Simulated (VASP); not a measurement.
A run of VASP 6.6.1:

POSCAR

```
Ga3BAs4
1.0
    0.0000000000      2.7534432900     -2.7534432900
   -2.7534432900     -5.5068865800     -2.7534432900
   -5.5068865800      2.7534432900      2.7534432900
Ga B As
3 1 4
Direct
    0.7500000000      0.5000000000      0.2500000000
    0.0000000000      0.0000000000      0.0000000000
    0.2500000000      0.5000000000      0.7500000000
    0.5000000000      0.0000000000      0.5000000000
    0.9375000000      0.8750000000      0.3125000000
    0.1875000000      0.3750000000      0.0625000000
    0.4375000000      0.8750000000      0.8125000000
    0.6875000000      0.3750000000      0.5625000000
```

The input INCAR.step1:

```
ALGO = Fast
EDIFF = 1E-6
ENCUT = 520
GGA = PS
ISIF = 2
ISMEAR = 0
KPAR = 2
LASPH = True
LCHARG = True
LREAL = False
LWAVE = False
NBANDS = 41
NELM = 100
PREC = Accurate
SIGMA = 0.02
```

File KPOINTS.step1:

```
k-points
0
Gamma
  7 7 4
```

INCAR.step2

```
ALGO = Fast
EDIFF = 1E-6
ENCUT = 520
GGA = PS
ICHARG = 11
ISIF = 2
ISMEAR = 0
KPAR = 2
LASPH = True
LCHARG = False
LREAL = False
LWAVE = False
NBANDS = 41
NELM = 100
PREC = Accurate
SIGMA = 0.05
```

Contents of KPOINTS.step2:

```
path GYFLI,I1ZF1,YX1,XGN,MG
15
line-mode
reciprocal
 0.0000000000  0.0000000000  0.0000000000  G
 0.0000000000 -0.5000000000  1.0000000000  Y

 0.0000000000 -0.5000000000  1.0000000000  Y
 0.0000000000  0.2031250000  1.2812500000  F

 0.0000000000  0.2031250000  1.2812500000  F
 0.0000000000 -0.5000000000  0.5000000000  L

 0.0000000000 -0.5000000000  0.5000000000  L
 0.4687500000 -0.7343750000  0.5000000000  I

 0.5312500000 -0.2656250000 -0.5000000000  I1
 0.0000000000  0.0000000000 -0.5000000000  Z

 0.0000000000  0.0000000000 -0.5000000000  Z
 0.0000000000 -1.2031250000 -0.2812500000  F1

 0.0000000000 -0.5000000000  1.0000000000  Y
 0.3125000000 -0.6562500000  1.0000000000  X1

 0.6875000000 -0.3437500000  0.0000000000  X
 0.0000000000  0.0000000000  0.0000000000  G

 0.0000000000  0.0000000000  0.0000000000  G
 0.5000000000 -0.5000000000  0.5000000000  N

 0.5000000000 -0.5000000000  0.0000000000  M
 0.0000000000  0.0000000000  0.0000000000  G
```

Potentials or basis: VASP PAW PBE potentials, release 64 (Ga_d, B, As).

The run is started by

```bash
$ cat potpaw_PBE.64/Ga_d/POTCAR potpaw_PBE.64/B/POTCAR potpaw_PBE.64/As/POTCAR > POTCAR
$ cp INCAR.step1 INCAR
$ cp KPOINTS.step1 KPOINTS
$ mpirun -np 2 vasp_std > vasp.out
$ cp INCAR.step2 INCAR
$ cp KPOINTS.step2 KPOINTS
$ mpirun -np 2 vasp_std > vasp.out
```

Hardware: 2 MPI ranks on Intel(R) Xeon(R) Platinum 8559C (Emerald Rapids) (shared host).

**Question.** How long does it take, and how much memory?

**Answer.** It took 7.2 min on 2 MPI ranks on Intel(R) Xeon(R) Platinum 8559C (Emerald Rapids), with other jobs on the host, peak memory 0.84 GiB a rank. Counts: scf iterations 12, k points 150.
